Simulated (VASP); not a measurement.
A run of VASP 6.6.1 is set up as follows.

The input INCAR:

```
SYSTEM = As
PREC = Accurate
ENCUT = 520
EDIFF = 1E-6
ISMEAR = 0
SIGMA = 0.03
LREAL = .FALSE.
LASPH = .TRUE.
NELM = 60
ALGO = Fast
ISIF = 2
LWAVE = .FALSE.
LCHARG = .TRUE.
MAGMOM = 0 0 0 0 0 0
LORBIT = 11
LSORBIT = .TRUE.
GGA_COMPAT = .FALSE.
LDIPOL = .TRUE.
IDIPOL = 3
DIPOL = 0.5 0.5 0.500
GGA = PE
LVHAR = .TRUE.
LVACPOTAV = .TRUE.
KPAR = 4
```

KPOINTS

```
Automatic mesh
0
G
  12 12 1
  0 0 0
```

POSCAR

```
As                                      
1.0
    3.5631724713     -0.0000000000      0.0000000000
   -1.7815862356      3.0857978747      0.0000000000
    0.0000000000      0.0000000000     17.4000000000
  As            
     2
Direct
     0.3333330000000032    0.6666669999999968    0.4604143935587466
     0.6666669999999968    0.3333330000000032    0.5395856064412534
```

Potentials or basis: VASP PAW PBE potentials, release 64 (As).

The run is started by

```console
$ cat potpaw_PBE.64/As/POTCAR > POTCAR
$ mpirun -np 4 vasp_ncl > vasp.out
```

(1) Predict the work function of the upper face.

(2) Predict the work function of the lower face.

(3) Predict the largest force.

Answers

(1) 5.12 eV.

(2) 5.12 eV.

(3) 0.428 eV/Å.
